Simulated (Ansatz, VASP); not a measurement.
**Cross-check of Pt between VASP and Ansatz**

Wanted: the spread between two codes on one cell, functional and k mesh. The structure shown is the start of the Ansatz relaxation below; VASP solves that cell, so the two are compared at the walk's first step.

Program: Ansatz 0.2.0. Level of theory: plane waves, with VASP 6.6.1 beside it; single point at PBEsol. Results are calculated unless marked as measured.

## Step 1: The starting structure

The cell holds 3 atoms: 3 Pt. Its edges and angles: a = 2.772 Å, b = 2.772 Å, c = 31.640 Å, α = 90.0°, β = 90.0°, γ = 90.0°. Vacuum lies along c. The height across the vacuum is the one that the program set for its solve, not the one typed.

## Step 2: Ansatz: relaxation, PBEsol

Ansatz runs on its PAW soft_1 files.

The two programs are compared at the cell with which this relaxation starts, whose forces are those of its first step.

Contents of input.yaml:

```yaml
crystal:
  lattice:
    - [1.96, 1.96, 0.0]
    - [-1.96, 1.96, 0.0]
    - [0.0, 0.0, 16.92]
  atoms:
    - { symbol: Pt, position: [0.0, 0.0, 0.384161] }
    - { symbol: Pt, position: [0.5, 0.5, 0.5] }
    - { symbol: Pt, position: [0.0, 0.0, 0.615839] }
  periodic: [true, true, false]
kpoints:
  mp_grid: { grid: [8, 8, 1] }
hamiltonian:
  xc: pbesol
  pseudopotentials: { kind: paw, azcp: { folder: soft_1 }, xc_functional: pbe }
scf:
  occupations: { method: gaussian, width: 0.1 }
output:
  forces: true
  stress: true
  eigenvalues: true
relax:
  adjacent_minimum: "off"
  f_tol: 0.05
  max_steps: 80
  cell: { stress_2d_tol: 0.02 }
```

Command:

```bash
ansatz run input.yaml --threads 4 --pin off --max-ram 16384MiB --backend cpu --events-out ev --progress --plain --runs-dir out
```

Numbers of over 12 decimals in the logs are rounded to 6 here.

The log of the run:

```text
Warning: crystal.periodic: the lattice vector that does not repeat stood 0.000° off the slab's normal, 16.920 Å along it as the deck builds it. The run solves the slab on a vector along the normal, 31.640 Å long, with every atom where it was (on the deck's vector they left 13.00 Å outside them, and the widest stretch free of ions among them is 1.96 Å). A fractional position that the run reports is one of the run's ce [...]
The last accepted step is kept in <dir> (removed where the run ends without a failure and the disk answers)
crystal.periodic: the lattice vector that does not repeat stood 0.000° off the slab's normal, 16.920 Å along it as the deck builds it. The run solves the slab on a vector along the normal, 31.640 Å long, with every atom where it was (on the deck's vector they left 13.00 Å outside them, and the widest stretch free of ions among them is 1.96 Å). A fractional position that the run reports is one of the run's cell, which [...]
Engine: ansatz 0.2.0, aarch64-unknown-linux-gnu
Pseudopotentials: kind: paw
Pseudopotential: Pt, paw, valence charge 18, recommended cutoff 420 eV (normal), soft_1/Pt.paw.azcp
Functional definition: PBEsol
  exchange = pbesol_x
  correlation = pbesol_c
Crystal: 3 atoms, lattice volume = 243.096 Å³
Basis set: ecut = 420 eV, 4845 PW (Γ), exchange–correlation on 40×40×432 points (8 copies of the dense FFT grid, shifted against one another)
Bands: 33, of which v1, the nominal top of the filled ones, is band 27 counted from 1 (26 counted from 0)
Symmetry: 16 space group operations
Space group: P4/mmm (ITA 123), of the structure as read, at distance tolerance 6.2e-5 Å
k-points: 15 of 64
Non-local potential: Pt, projectors of the file, l = 0: 3, l = 1: 2, l = 2: 2, l = 3: 1
PAW form: soft (Blöchl's): semilocal exchange-correlation on the pseudo side does not see the compensation charge
PAW frozen core: Pt, regenerated for the run's functional, and the local potential with it (the file was generated under x = pbe(κ = 0.804, μ = 0.219515), c = pbe(β = 0.066725))
PAW one-centre angular grid: Pt, 590 points (default); XC on 64 Gauss nodes
Initial density: superposition of atomic densities (neutral atoms: chi_scale 0, normalization atom)
Initial wavefunctions: pseudopotential atomic-orbital guess
Functional: x = pbesol(κ = 0.804, μ = 0.123457), c = pbesol(β = 0.046)
SCF iter   1: F=—  HF=-37155.109247 eV  |F-HF|=—  |Δ(HF+E_count)|=         —  Δρ=4.23e-2  dr2=4.83e0  ethr=3.10e-3  ⟨swp⟩=14.5  Hψ=3785  notcnv=0
preconditioner: auto → LDOS  [metal: Δε(μ)=0.021 eV  Ē_g=7.053 eV  σ=0.100 eV  W_gap=0.12  n_scr=20 (ndim 8)  ℏωp=13.0 eV  f_vac=0.752  D(μ)=8.39/eV (n_scr^D=68)  β→1.0]
SCF iter   2: F=—  HF=-37154.245487 eV  |F-HF|=—  |Δ(HF+E_count)|=   8.64e-1  Δρ=2.59e-2  dr2=1.80e0  ethr=3.10e-3  ⟨swp⟩=3.4  Hψ=1384  notcnv=0  defer=13
SCF iter   3: F=—  HF=-37153.890882 eV  |F-HF|=—  |Δ(HF+E_count)|=   3.55e-1  Δρ=6.93e-3  dr2=1.63e-1  ethr=3.10e-3  ⟨swp⟩=3.3  Hψ=1263  notcnv=0  defer=14
[...]
basis re-selected at this cell: Δ(F+E_penalty+E_count) = +2.017e-3 eV, ΔP = +0.024 N/m vs the last step (what re-selecting the basis moved, of the pressure what is left beyond the Pulay correction that the steps carried, after the strain that the cell walked since its last selection, with what the two solves' SCF thresholds leave and, on support functions, any second-order correction that the steps lacked; it is no measure of the basis error at this ecutwfc). The dense FFT grid was sized anew with the basis: this SCF ran on 18×18×216 points, the steps before it on 20×20×216, so part of this shift can come from that change (see relax.cell in the input reference). [rest of the remark cut]
Crystal: 3 atoms, lattice volume = 223.590 Å³
iter 1 solved again at ethr=8.40e-10 eV; its pass at ethr=3.10e-3 eV (dr2=4.54e-7 eV) is discarded
SCF iter   1: F=—  HF=-37154.047020 eV  |F-HF|=—  |Δ(HF+E_count)|=         —  Δρ=1.69e-5  dr2=2.86e-7  ethr=8.40e-10  ⟨swp⟩=5.6  Hψ=3441  notcnv=0
preconditioner: auto → LDOS  [metal: Δε(μ)=0.054 eV  Ē_g=7.725 eV  σ=0.100 eV  W_gap=0.30  n_scr=20 (ndim 8)  ℏωp=13.6 eV  f_vac=0.747  D(μ)=6.64/eV (n_scr^D=22)  β→1.0]
SCF iter   2: F=—  HF=-37154.046960 eV  |F-HF|=—  |Δ(HF+E_count)|=   5.99e-5  Δρ=8.87e-6  dr2=4.45e-7  ethr=5.29e-10  ⟨swp⟩=3.2  Hψ=1108  notcnv=0
SCF iter   3: F=—  HF=-37154.046960 eV  |F-HF|=—  |Δ(HF+E_count)|=   8.66e-8  Δρ=2.50e-6  dr2=2.68e-8  ethr=5.29e-10  ⟨swp⟩=3.2  Hψ=970  notcnv=0
SCF iter   4: F=—  HF=-37154.046960 eV  |F-HF|=—  |Δ(HF+E_count)|=   2.29e-8  Δρ=8.42e-7  dr2=4.17e-9  ethr=4.97e-11  ⟨swp⟩=3.3  Hψ=1084  notcnv=0
SCF iter   5: F=—  HF=-37154.046960 eV  |F-HF|=—  |Δ(HF+E_count)|=   1.40e-9  Δρ=3.36e-7  dr2=1.57e-9  ethr=7.73e-12  ⟨swp⟩=2.3  Hψ=783  notcnv=0
SCF iter   6: F=-37154.046960 eV  HF=-37154.046960 eV  |F-HF|=1.36e-9  |Δ(HF+E_count)|=   1.42e-9  Δρ=1.89e-7  dr2=2.29e-10  ethr=1.08e-12  ⟨swp⟩=8.1  Hψ=2980  notcnv=0
SCF 8 converged in 6 iterations: F = -37154.046960 eV  dr2 = 2.29e-10
relax step   8: F+E_penalty+E_count = -37154.04695998 eV  Δ(F+E_penalty+E_count) = +3.277e-6 eV  max|allowed force component| = 4.318e-5 eV/Å  Δτ_max = 0.0003 Å  P = -0.000 N/m  Ω = 223.590 Å³  energy of the carried Pulay correction = -4.052e-6 eV  fix = [c, alpha, beta]  reactions: c +0.000 N/m  (6 SCF iters, dr2 threshold 5.86e-10 eV, accepted)
[...]
eigensolver tolerance schedule: the retry pair's looser diagonalisation over-reported the residual by 78253.68 of it (diagonalisation noise at an unbounded share of the residual, at the tolerance the schedule requests for it); recorded, not acted on — ethr = c·dr2/N_el stays at c = 1.0e-1
preconditioner: auto → LDOS  [metal: Δε(μ)=0.054 eV  Ē_g=7.730 eV  σ=0.100 eV  W_gap=0.30  n_scr=20 (ndim 8)  ℏωp=13.6 eV  f_vac=0.747  D(μ)=6.64/eV (n_scr^D=22)  β→1.0]
SCF iter   2: F=—  HF=-37154.046965 eV  |F-HF|=—  |Δ(HF+E_count)|=   1.49e-4  Δρ=1.21e-6  dr2=1.72e-9  ethr=1.41e-12  ⟨swp⟩=8.0  Hψ=2531  notcnv=0
SCF iter   3: F=—  HF=-37154.046965 eV  |F-HF|=—  |Δ(HF+E_count)|=  3.93e-10  Δρ=5.25e-7  dr2=2.64e-10  ethr=1.41e-12  ⟨swp⟩=3.4  Hψ=998  notcnv=0
SCF iter   4: F=—  HF=-37154.046965 eV  |F-HF|=—  |Δ(HF+E_count)|=  7.28e-12  Δρ=3.46e-7  dr2=1.85e-10  ethr=1.00e-12  ⟨swp⟩=1.5  Hψ=561  notcnv=0
SCF iter   5: F=—  HF=-37154.046965 eV  |F-HF|=—  |Δ(HF+E_count)|=  5.09e-11  Δρ=3.37e-7  dr2=1.84e-10  ethr=1.00e-12  ⟨swp⟩=1.5  Hψ=534  notcnv=0
SCF iter   6: F=—  HF=-37154.046965 eV  |F-HF|=—  |Δ(HF+E_count)|=  2.40e-10  Δρ=4.42e-7  dr2=5.23e-10  ethr=1.00e-12  ⟨swp⟩=2.9  Hψ=800  notcnv=0  recentre
SCF iter   7: F=—  HF=-37154.046965 eV  |F-HF|=—  |Δ(HF+E_count)|=  2.26e-10  Δρ=1.04e-6  dr2=1.28e-9  ethr=1.00e-12  ⟨swp⟩=1.9  Hψ=678  notcnv=0
SCF iter   8: F=—  HF=-37154.046965 eV  |F-HF|=—  |Δ(HF+E_count)|=  4.66e-10  Δρ=2.79e-7  dr2=1.05e-10  ethr=1.00e-12  ⟨swp⟩=3.1  Hψ=837  notcnv=0
SCF iter   9: F=—  HF=-37154.046965 eV  |F-HF|=—  |Δ(HF+E_count)|=  8.73e-11  Δρ=1.72e-7  dr2=2.04e-11  ethr=1.00e-12  ⟨swp⟩=1.3  Hψ=565  notcnv=0
SCF iter  10: F=—  HF=-37154.046965 eV  |F-HF|=—  |Δ(HF+E_count)|=  8.73e-11  Δρ=5.77e-8  dr2=4.07e-12  ethr=1.00e-12  ⟨swp⟩=17.3  Hψ=3913  notcnv=0
SCF iter  11: F=-37154.046965 eV  HF=-37154.046965 eV  |F-HF|=6.55e-11  |Δ(HF+E_count)|=  7.28e-11  Δρ=6.07e-9  dr2=4.57e-14  ethr=1.00e-12  ⟨swp⟩=8.1  Hψ=2616  notcnv=0
SCF 9 converged in 11 iterations: F = -37154.046965 eV  dr2 = 4.57e-14
relax step   9: F+E_penalty+E_count = -37154.04696473 eV  Δ(F+E_penalty+E_count) = -4.752e-6 eV  max|allowed force component| = 4.501e-5 eV/Å  Δτ_max = 0.0000 Å  P = -0.000 N/m  Ω = 223.590 Å³  fix = [c, alpha, beta]  reactions: c +0.000 N/m  stress off target by 3.72e-4 N/m on what of the cell is left free  SCF on the basis re-selected at this cell (its energy is not comparable with the rows above)  (11 SCF iters)
basis re-selected at this cell: Δ(F+E_penalty+E_count) = -4.752e-6 eV, ΔP = -0.000 N/m vs the last step (what re-selecting the basis moved, of the pressure what is left beyond the Pulay correction that the steps carried, after the strain that the cell walked since its last selection, with what the two solves' SCF thresholds leave and, on support functions, any second-order correction that the steps lacked; it is no m [...]
SCF converged after 11 iterations
Free energy (F): -37154.046965 eV
Harris-Foulkes:  -37154.046965 eV  (|F-HF|=6.55e-11)
Internal energy: -37154.013763 eV  (E = F + TS)
E sigma→0 (E₀):  -37154.030364 eV
Entropy (-TS):   -0.033202 eV (-11.067 meV/atom)
Fermi energy:    -5.858136 eV
--- Per-component energies (eV) ---
  E_band       = -1949.702035
  E_kinetic    = 1791.549383
  E_local      = -226132.354552  (includes V_loc(G=0)·N_el)
  E_nonlocal   = 622.864510
  E_hartree    = 111770.050932
  E_xc         = -691.117361
  E_vxc        = -810.057473  (∫ρ·V_xc dr)
  E_paw        = -28038.591518  (= ΣΔE_a)
  E_vpaw       = -961.809090  (= ΣTr[D̂ρ^β])
  E_aug_tail   = 0.003325  (compensation charges beyond the density's cutoff)
  E_ewald      = 103522.720425
  E_core_change = 0.861094  (= ΣΔE_core)
  E_smearing   = -0.033202  (= −TS)
  E_closure    = -0.000000  (closes the sum)
  Σ components = -37154.046965   (vs F -37154.046965, Δ=0.00e0)
--- Forces (eV/Å), atoms counted from 1 ---
  atom   1  Pt     0.00000000     0.00000000     0.00004501
  atom   2  Pt    -0.00000000     0.00000000     0.00000000
  atom   3  Pt     0.00000000     0.00000000    -0.00004501
  max |Σ_I F_I| component: 1.36e-20 eV/Å
--- 2D stress c σ (N/m, compression-positive) ---
       -0.000372       0.000000       0.000000
        0.000000      -0.000372       0.000000
        0.000000       0.000000       0.000000
  P = ½ c Tr σ = -0.0004 N/m
--- Band table (eV; the first three rows and the last of 15) ---
  k-point 0: bands = [... 23 lower, -6.9560, -6.6020, -6.5041, -5.8045, -5.6064, -5.6064, -5.5258, -4.5272, ... 2 higher]
  k-point 1: bands = [... 23 lower, -7.3654, -6.6878, -6.5130, -6.2453, -5.8260, -5.4899, -5.4540, -2.9905, ... 2 higher]
  k-point 2: bands = [... 23 lower, -7.4233, -6.9253, -6.7969, -6.7900, -6.0239, -5.6096, -4.1825, -0.9914, ... 2 higher]
  k-point 14: bands = [... 23 lower, -6.0515, -4.8024, -4.2827, -4.2818, -1.6981, -1.6981, 1.8333, 1.8333, ... 2 higher]
--- Relaxed structure (7 steps of the walk, 6 accepted, 2 SCFs on fresh bases) ---
  F+E_penalty+E_count = -37154.04696473 eV   max|allowed force component| = 4.501e-5 eV/Å   (the final SCF, on the basis selected at the relaxed cell)
  cell:  # Å, volume = 223.5896 Å³
    - [1.879718, 1.879718, 0.0]
    - [-1.879718, 1.879718, 0.0]
    - [0.0, 0.0, 31.63998352]
  atoms:
    - { symbol: Pt, position: [0, 0, 0.203074] }
    - { symbol: Pt, position: [0.5, 0.5, 0.267383] }
    - { symbol: Pt, position: [0, 0, 0.331693] }
```

## Step 3: VASP: single point, PBEsol, start cell, pair 1

The same cell, functional, mesh and smearing now go to VASP, with its own data sets.

Lines of VASP's logs that name or quote its potential files are left out, and so is its time.

Contents of INCAR:

```
SYSTEM = Pt
PREC = Accurate
ENCUT = 400
EDIFF = 1E-06
NELM = 120
ISMEAR = 0
SIGMA = 0.1
LREAL = .FALSE.
ALGO = Normal
GGA = PS
NBANDS = 21
LASPH = .TRUE.
LORBIT = 11
LWAVE = .FALSE.
LCHARG = .FALSE.
ISIF = 2
LDIPOL = .TRUE.
IDIPOL = 3
DIPOL = 0.5 0.5 0.267
LVHAR = .TRUE.
GGA_COMPAT = .FALSE.
NELMDL = -8
KPAR = 2
```

Contents of POSCAR:

```
Pt
1.0
    1.9600000000      1.9600000000      0.0000000000
   -1.9600000000      1.9600000000      0.0000000000
    0.0000000000      0.0000000000     31.6399840000
Pt
3
Direct
    0.0000000000      0.0000000000      0.2054363871
    0.5000000000      0.5000000000      0.2673831946
    0.0000000000      0.0000000000      0.3293300022
```

Contents of KPOINTS:

```
Automatic mesh
0
Gamma
8 8 1
0 0 0
```

PAW data sets: Pt (PBE family, release 64).

Command:

```bash
mpirun -np 2 vasp_std
```

The log of the run:

```text
[banner, memory and clock lines left out]
running    2 mpi-ranks, on    1 nodes
 distrk:  each k-point on    1 cores,    2 groups
 distr:  one band on    1 cores,    1 groups

 POSCAR found type information on POSCAR Pt
 POSCAR found :  1 types and       3 ions
|                                                                             |
|               ----> ADVICE to this user running VASP <----                  |
|                                                                             |
|     You enforced a specific xc type in the INCAR file but a different       |
|     [... a line on the potential file left out ...]
|     I HOPE YOU KNOW WHAT YOU ARE DOING!                                     |
|                                                                             |

 LDA part: xc-table for (Slater+PW92), standard interpolation
 POSCAR, INCAR and KPOINTS ok, starting setup
 FFT: planning ... GRIDC
 FFT: planning ... GRID_SOFT
 FFT: planning ... GRID
 WAVECAR not read
 entering main loop
       N       E                     dE             d eps       ncg     rms          rms(c)
DAV:   1     0.193127141535E+03    0.19313E+03   -0.95479E+03   630   0.887E+02
DAV:   2    -0.682894379139E+01   -0.19996E+03   -0.18933E+03   939   0.191E+02
DAV:   3    -0.196674164600E+02   -0.12838E+02   -0.11936E+02   743   0.542E+01
DAV:   4    -0.199373749022E+02   -0.26996E+00   -0.26101E+00   802   0.810E+00
DAV:   5    -0.199439063020E+02   -0.65314E-02   -0.65286E-02   786   0.119E+00
DAV:   6    -0.199441712155E+02   -0.26491E-03   -0.26491E-03   960   0.212E-01
DAV:   7    -0.199441770663E+02   -0.58508E-05   -0.58506E-05   760   0.245E-02
DAV:   8    -0.199441773488E+02   -0.28245E-06   -0.28267E-06   675   0.465E-03    0.178E+01
DAV:   9    -0.189433316707E+02    0.10008E+01   -0.54102E+00   690   0.162E+01    0.120E+01
DAV:  10    -0.205133324953E+02   -0.15700E+01   -0.12239E+01   665   0.281E+01    0.119E+01
DAV:  11    -0.187624964427E+02    0.17508E+01   -0.11834E+01   653   0.245E+01    0.366E+00
DAV:  12    -0.186296595781E+02    0.13284E+00   -0.34951E-01   684   0.561E+00    0.744E-01
DAV:  13    -0.186206927171E+02    0.89669E-02   -0.43577E-02   751   0.163E+00    0.585E-01
DAV:  14    -0.186213420939E+02   -0.64938E-03   -0.42352E-03   751   0.625E-01    0.241E-01
DAV:  15    -0.186205497223E+02    0.79237E-03   -0.21287E-03   717   0.400E-01    0.856E-02
DAV:  16    -0.186205267108E+02    0.23012E-04   -0.11123E-04   722   0.647E-02    0.727E-02
DAV:  17    -0.186205188785E+02    0.78323E-05   -0.28700E-05   740   0.328E-02    0.133E-02
DAV:  18    -0.186205180578E+02    0.82069E-06   -0.24958E-06   621   0.903E-03
   1 F= -.18620518E+02 E0= -.18597023E+02  d E =-.469905E-01
```

Parts of OUTCAR (step 3):

```text
ion  position               nearest neighbor table
   1  0.000  0.000  0.205-   2 2.77   2 2.77   2 2.77   2 2.77
   2  0.500  0.500  0.267-   1 2.77   1 2.77   1 2.77   1 2.77   3 2.77   3 2.77   3 2.77   3 2.77

  LATTYP: Found a simple tetragonal cell.
 ALAT       =     2.7718585823
 C/A-ratio  =    11.4147179811

 Subroutine GETGRP returns: Found 16 space group operations
 (whereof  8 operations were pure point group operations)

The static configuration has the point symmetry C_4v.
 The point group associated with its full space group is D_4h.

 Found     15 irreducible k-points:

   k-points           NKPTS =     15   k-points in BZ     NKDIM =     15   number of bands    NBANDS=     21

   dimension x,y,z NGX =    18 NGY =   18 NGZ =  210
   dimension x,y,z NGXF=    36 NGYF=   36 NGZF=  420

   ENCUT  =  400.0 eV  29.40 Ry    5.42 a.u.   4.52  4.52 51.60*2*pi/ulx,y,z

   NELECT =      30.0000    total number of electrons

 k-points in reciprocal lattice and weights: Automatic mesh
   0.00000000  0.00000000  0.00000000       0.016
   0.12500000  0.00000000  0.00000000       0.062
   0.25000000  0.00000000  0.00000000       0.062
   0.37500000  0.00000000  0.00000000       0.062
   0.50000000  0.00000000  0.00000000       0.031
   0.12500000  0.12500000  0.00000000       0.062
   0.25000000  0.12500000  0.00000000       0.125
   0.37500000  0.12500000  0.00000000       0.125
   0.50000000  0.12500000  0.00000000       0.062
[...]
0.50000000  0.37500000  0.00000000       0.062
   0.50000000  0.50000000  0.00000000       0.016

 dipolmoment           0.000000      0.000000     -0.000005 electrons x Angstroem

 average (electrostatic) potential at core
       1 -76.0447       2 -76.6860       3 -76.0447

 E-fermi :  -2.7561

 k-point     1 :       0.0000    0.0000    0.0000
  band No.  band energies     occupation
    ...
     11      -3.9621      2.00000
     12      -3.9621      2.00000
     13      -3.8797      2.00000
     14      -3.0247      1.99985
     15      -2.9763      1.99816
     16      -2.5792      0.01235
     17      -2.5646      0.00677
     18      -2.5646      0.00677
     19      -0.8153      0.00000
     20       2.8994      0.00000
    ...

 k-point     2 :       0.1250    0.0000    0.0000
  band No.  band energies     occupation
    ...
     12      -4.3068      2.00000
     13      -3.6090      2.00000
     14      -3.3913      2.00000
     15      -3.3339      2.00000
     16      -2.7870      1.33786
     17      -2.4503      0.00002
     18      -2.1727      0.00000
     19       0.4052      0.00000
     20       3.1947      0.00000
     21       3.4034      0.00000

 k-point     3 :       0.2500    0.0000    0.0000
  band No.  band energies     occupation
    ...
     12      -3.9902      2.00000
     13      -3.8917      2.00000
     14      -3.7647      2.00000
     15      -3.5493      2.00000
     16      -2.8839      1.92925
     17      -2.5186      0.00078
     18      -0.9299      0.00000
     19       2.2083      0.00000
     20       4.0060      0.00000
     21       4.3468      0.00000

  Total       -4.8354125     -4.8354125     -2.2451955      0.0000000      0.0000000      0.0000000
  in kB      -31.8688007    -31.8688007    -14.7974320      0.0000000      0.0000000      0.0000000
  external PRESSURE =     -26.1783445 kB  Pullay stress =       0.0000000 kB

  energy-cutoff  :      400.00
  volume of cell :      243.10
      direct lattice vectors                 reciprocal lattice vectors
     1.960000000  1.960000000  0.000000000     0.255102041  0.255102041  0.000000000
    -1.960000000  1.960000000  0.000000000    -0.255102041  0.255102041  0.000000000
     0.000000000  0.000000000 31.639984000     0.000000000  0.000000000  0.031605579

 POSITION                                       TOTAL-FORCE (eV/Angst)
 -----------------------------------------------------------------------------------
      0.00000      0.00000      6.50000        -0.000000      0.000000      0.569165
      0.00000      1.96000      8.46000        -0.000000     -0.000000     -0.000000
      0.00000      0.00000     10.42000         0.000000     -0.000000     -0.569165
 -----------------------------------------------------------------------------------
    total drift:                               -0.000000      0.000000     -0.000023

  FREE ENERGIE OF THE ION-ELECTRON SYSTEM (eV)
  ---------------------------------------------------
  free  energy   TOTEN  =       -18.6205180578 eV

  energy  without entropy=      -18.5735275823  energy(sigma->0) =      -18.59702282

 vacuum level on the upper side and lower side of the slab         3.131         3.131

 total charge
# of ion       s       p       d       tot
------------------------------------------
    1        0.619   0.415   8.018   9.053
    2        0.620   0.597   8.007   9.224
    3        0.619   0.415   8.018   9.053
--------------------------------------------------
tot          1.858   1.428  24.044  27.330

[... 3 further parts left out ...]
```

The run ends at a pressure of -2.62 GPa, with forces up to 0.57 eV/Å.

## Step 4: Side by side

Known differences besides the potentials themselves: Ansatz cuts the interaction across the vacuum, VASP repeats the sheet with a dipole correction; the data sets hold 54 valence electrons in Ansatz (on its PAW soft_1 files) and 30 in VASP; the cutoff is 420 eV in Ansatz and 400 eV in VASP; Ansatz makes its cores anew for this functional, VASP keeps those of its PBE data sets. Total energies have different zeros and are not compared.

Forces (eV/Å; atoms numbered as in POSCAR):

```
atom        Ansatz x, y, z          VASP x, y, z
 Pt1   0.000, 0.000, 0.557   0.000, 0.000, 0.569
 Pt2   0.000, 0.000, 0.000   0.000, 0.000, 0.000
 Pt3  0.000, 0.000, -0.557  0.000, 0.000, -0.569
```

The forces differ by 5.9 meV/Å r.m.s., which is 2.2 % of the r.m.s. force of 0.268 eV/Å (both taken over all components). With vacuum in the cell, a pressure given here is an average over mostly empty space and none of the material.

[end of part 1 of 2]

[Lines on the potential files, build, host, timing and source positions are cut from VASP's logs without a mark.]

[Logs are printed without paths, hosts, clocks, repeated set-up lines and the standing remarks that a program may print on its own settings, such as how far it seeks lower states.]

[Hosts, paths, dates, database ids (printed as entryN), source tags and the programs' standing remarks are cut or masked in the printed files.]
